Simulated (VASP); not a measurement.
```yaml
crystal:
  lattice:
    - [8.65968, -1.79036, -0.00667]
    - [8.65968, 1.79036, -0.00667]
    - [8.29190, 0.00000, 3.07243]
  atoms:
    - { symbol: Sm, position: [0.00000, 0.00000, 0.00000] }
    - { symbol: Sm, position: [0.22236, 0.22236, 0.22236] }
    - { symbol: Sm, position: [0.77764, 0.77764, 0.77764] }
```

These are PBEsol GGA, VASP's PBE PAW potentials (set 64) (plane waves; VASP 6.6.1) values and carry that method's errors. Run with 400 eV cut-off, 11×11×11 Γ-centred mesh, tetrahedra with Blöchl corrections, potentials Sm_3.

The 4f electrons are frozen in the core of the lanthanide potential, so 4f levels, which can set the real gap, and their magnetism are missing.

**Question.** What does the run give for the energy per atom (σ→0), band gap (on the k-mesh) with the smallest direct gap where there is one?

**Answer.** 
band gap (on the k-mesh): none (metal, semimetal or under 0.01 eV)
energy per atom (σ→0): -5.093 eV/atom

The absolute energy has meaning only against runs of the same code, potentials and settings.

The compound is Sm in the sg166 structure. It was relaxed first.
